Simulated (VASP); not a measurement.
## SiSe₂ (space group Ibam): computed properties

Level of theory: PBEsol GGA, VASP's PBE PAW potentials (set 64) (plane waves; VASP).

For SiSe2, the space group comes out as Ibam (72) and the cell is a = 6.490 Å, b = 9.098 Å, c = 5.865 Å, α = β = γ = 90.00°. The volume per atom is 28.86 Å³/atom. The band gap (over mesh and band path) is 1.62 eV, the smallest direct gap (over mesh and band path) is 1.64 eV and the band-edge character without spin-orbit coupling is indirect, X-F0 at 0.86 to X. The band gap with spin-orbit coupling is 1.63 eV and the density is 3.57 g/cm³. The optical Γ-point spectrum is 34, 69, 97, 106, 109, 112, 193, 200, 235, 334, 345, 371, 439, 452, 494 cm⁻¹.

```
Se2Si
1.0
   -3.24501     4.54876     2.93253
    3.24501    -4.54876     2.93253
    3.24501     4.54876    -2.93253
Si Se
2 4
Direct
  0.75000   0.75000   0.00000
  0.25000   0.25000   0.00000
  0.36852   0.69917   0.06770
  0.63148   0.30083   0.93230
  0.13148   0.19917   0.33065
  0.86852   0.80083   0.66935
```

Without a dispersion term in the relaxation, distances and binding between the weakly bound layers, chains or molecules are unreliable, and so is what depends on them.

The structure comes from a computed database's SiSe2 entry (Ibam); how it stands against other phases isn't given here. It was relaxed first, which changed the volume by -8 %. Symmetry was kept, so distortions that lower it aren't found.
